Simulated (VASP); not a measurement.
Here is the system:

```
AlP
1.0
    3.89106     0.00000     0.00000
   -1.94553     3.36975     0.00000
    0.00000     0.00000     6.37464
Al P
2 2
Direct
  0.33333   0.66667   0.99975
  0.66667   0.33333   0.49975
  0.33333   0.66667   0.37525
  0.66667   0.33333   0.87525
```

All values below come from PBE GGA, VASP's PBE PAW potentials (set 64) (plane waves; VASP). Numerical set-up: 400 eV cut-off, 7×7×4 Γ-centred mesh, tetrahedra with Blöchl corrections, potentials Al P.

The cores are frozen, which limits the accuracy of field gradients.

### Question
Give the principal components of the electric field gradient (V/Å²) and the asymmetry η at each nucleus.

### Answer

```json
[
 {"atom": "Al1", "Vxx": "-0.7", "Vyy": "-0.7", "Vzz": "1.3", "η": "0.00"},
 {"atom": "Al2", "Vxx": "-0.7", "Vyy": "-0.7", "Vzz": "1.3", "η": "0.00"},
 {"atom": "P3", "Vxx": "-1.4", "Vyy": "-1.4", "Vzz": "2.9", "η": "0.00"},
 {"atom": "P4", "Vxx": "-1.4", "Vyy": "-1.4", "Vzz": "2.9", "η": "0.00"}
]
```

The structure was generated: AlP was put into the wurtzite type (P6_3mc), which need not be its known phase. It was relaxed first, which changed the volume by +14 %.
